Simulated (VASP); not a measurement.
Computed with PBEsol GGA, VASP's PBE PAW potentials (set 64) (plane waves; VASP).

Input for VASP

### POSCAR
```
CaO
1
    0.0000000000     2.2866612502     2.2866612502
    2.2866612502     0.0000000000     2.2866612502
    2.2866612502     2.2866612502     0.0000000000
Ca O
1 1
Direct
  0.0000000000   0.0000000000   0.0000000000
  0.5000000000   0.5000000000   0.5000000000
```

**KPOINTS**
```
Automatic mesh
0
Gamma
10 10 10
0 0 0
```

INCAR:
```
# general
SYSTEM  = CaO
PREC    = Accurate
ENCUT   = 620
LREAL   = .FALSE.   # projection in real space or not
LASPH   = .TRUE.   # aspherical one-centre terms

# electronic loop
EDIFF   = 1E-6   # SCF stop (eV)
NELM    = 100
ALGO    = Normal

# smearing
ISMEAR  = 0
SIGMA   = 0.05   # width (eV)

# functional
GGA     = PS   # PBEsol

# ions
IBRION  = 2   # conjugate gradients
NSW     = 40
ISIF    = 3   # ions, shape and volume
EDIFFG  = -0.02   # ionic stop
PSTRESS = 300   # kbar

# output
LWAVE   = .FALSE.
LCHARG  = .FALSE.
```

POTCAR, in this order: Ca_sv O (PBE.64 set). Program: vasp_std.

What VASP printed:

File OSZICAR:
```
       N       E                     dE             d eps       ncg     rms          rms(c)
DAV:   1     0.145834659658E+03    0.14583E+03   -0.98022E+03  1128   0.159E+03
DAV:   2    -0.803064156095E+01   -0.15387E+03   -0.14413E+03  1344   0.367E+02
DAV:   3    -0.145872088570E+02   -0.65566E+01   -0.65121E+01  1424   0.789E+01
DAV:   4    -0.148019945099E+02   -0.21479E+00   -0.21449E+00  1580   0.123E+01
DAV:   5    -0.148052740413E+02   -0.32795E-02   -0.32793E-02  1392   0.160E+00    0.818E+00
DAV:   6    -0.132810376327E+02    0.15242E+01   -0.71469E+00  1320   0.268E+01    0.331E+00
DAV:   7    -0.132411329003E+02    0.39905E-01   -0.57155E-01  1468   0.792E+00    0.166E+00
DAV:   8    -0.132278800244E+02    0.13253E-01   -0.67099E-02  1336   0.304E+00    0.376E-01
DAV:   9    -0.132258915873E+02    0.19884E-02   -0.18603E-02  1368   0.126E+00    0.126E-01
DAV:  10    -0.132260636107E+02   -0.17202E-03   -0.16695E-03  1260   0.462E-01    0.223E-02
DAV:  11    -0.132260864431E+02   -0.22832E-04   -0.14881E-04  1540   0.122E-01    0.192E-02
DAV:  12    -0.132260805890E+02    0.58541E-05   -0.22798E-05  1364   0.594E-02    0.286E-03
DAV:  13    -0.132260806730E+02   -0.84060E-07   -0.19752E-06  1092   0.142E-02
   1 F= -.87484717E+01 E0= -.87484717E+01  d E =-.874847E+01
       N       E                     dE             d eps       ncg     rms          rms(c)
DAV:   1    -0.140264081506E+02   -0.80033E+00   -0.34650E+01  1228   0.739E+01    0.785E+00
DAV:   2    -0.129108281300E+02    0.11156E+01   -0.31344E+00  1212   0.189E+01    0.303E+00
DAV:   3    -0.127094125989E+02    0.20142E+00   -0.57051E-01  1884   0.106E+01    0.906E-01
DAV:   4    -0.127039092077E+02    0.55034E-02   -0.11741E-01  1756   0.319E+00    0.347E-01
DAV:   5    -0.127079307498E+02   -0.40215E-02   -0.21447E-03  1600   0.539E-01    0.279E-01
DAV:   6    -0.127170238344E+02   -0.90931E-02   -0.18726E-02  1788   0.732E-01    0.711E-02
DAV:   7    -0.127169193460E+02    0.10449E-03   -0.21840E-04  1944   0.130E-01    0.109E-02
DAV:   8    -0.127169215595E+02   -0.22134E-05   -0.58634E-06  1332   0.224E-02    0.290E-03
DAV:   9    -0.127169212523E+02    0.30715E-06   -0.31895E-07   732   0.861E-03
   2 F= -.87110133E+01 E0= -.87110133E+01  d E =0.374583E-01
       N       E                     dE             d eps       ncg     rms          rms(c)
DAV:   1    -0.134794282759E+02   -0.76251E+00   -0.11925E+01  1216   0.450E+01    0.439E+00
DAV:   2    -0.131367719296E+02    0.34266E+00   -0.12443E+00  1292   0.113E+01    0.183E+00
DAV:   3    -0.130609081223E+02    0.75864E-01   -0.18310E-01  1888   0.600E+00    0.606E-01
DAV:   4    -0.130563521439E+02    0.45560E-02   -0.59605E-02  1768   0.227E+00    0.264E-01
DAV:   5    -0.130562806476E+02    0.71496E-04   -0.63223E-04  1336   0.296E-01    0.273E-01
DAV:   6    -0.130601369625E+02   -0.38563E-02   -0.36232E-03  1812   0.476E-01    0.139E-01
DAV:   7    -0.130607675240E+02   -0.63056E-03   -0.68441E-04  1876   0.200E-01    0.672E-02
DAV:   8    -0.130607332880E+02    0.34236E-04   -0.31949E-05  2040   0.579E-02    0.195E-02
DAV:   9    -0.130607336752E+02   -0.38723E-06   -0.32255E-06  1276   0.170E-02
   3 F= -.87842151E+01 E0= -.87842151E+01  d E =-.357434E-01
```

File OUTCAR:
```
------------------------ aborting loop because EDIFF is reached ----------------------------------------
  FORCE on cell =-STRESS in cart. coord.  units (eV):
  Direction    XX          YY          ZZ          XY          YZ          ZX
  --------------------------------------------------------------------------------------
  Total        4.2769931      4.2769931      4.2769931      0.0000000      0.0000000      0.0000000
  in kB      300.0332899    300.0332899    300.0332899      0.0000000      0.0000000      0.0000000
  external PRESSURE =       0.0332899 kB  Pullay stress =     300.0000000 kB
  volume of cell :       22.84
      direct lattice vectors                 reciprocal lattice vectors
     0.000000000  2.251904135  2.251904135    -0.222034319  0.222034319  0.222034319
     2.251904135  0.000000000  2.251904135     0.222034319 -0.222034319  0.222034319
     2.251904135  2.251904135 -0.000000000     0.222034319  0.222034319 -0.222034319
  FREE ENERGIE OF THE ION-ELECTRON SYSTEM (eV)
  ---------------------------------------------------
  free  energy   TOTEN  =       -13.0607336752 eV

  energy  without entropy=      -13.0607336752  energy(sigma->0) =      -13.06073368
  enthalpy is  TOTEN    =        -8.7842150991 eV   P V=        4.2765185761

 reached required accuracy - stopping structural energy minimisation
```
(Selected blocks of OUTCAR.)

### CONTCAR
```
CaO
   1.00000000000000
     0.0000000000000000    2.2519041345052901    2.2519041345052901
     2.2519041345052901    0.0000000000000000    2.2519041345052901
     2.2519041345052901    2.2519041345052901   -0.0000000000000000
  Ca              O
     1     1
Direct
     0.0000000000000000    0.0000000000000000    0.0000000000000000
     0.5000000000000000    0.5000000000000000    0.5000000000000000
```

Energy and stress use the plane-wave basis of the starting cell.

The structure was generated: CaO was put into the rock salt type (Fm-3m), which need not be its known phase. This run relaxes it under an external pressure of 30 GPa. Symmetry was kept, so distortions that lower it aren't found.
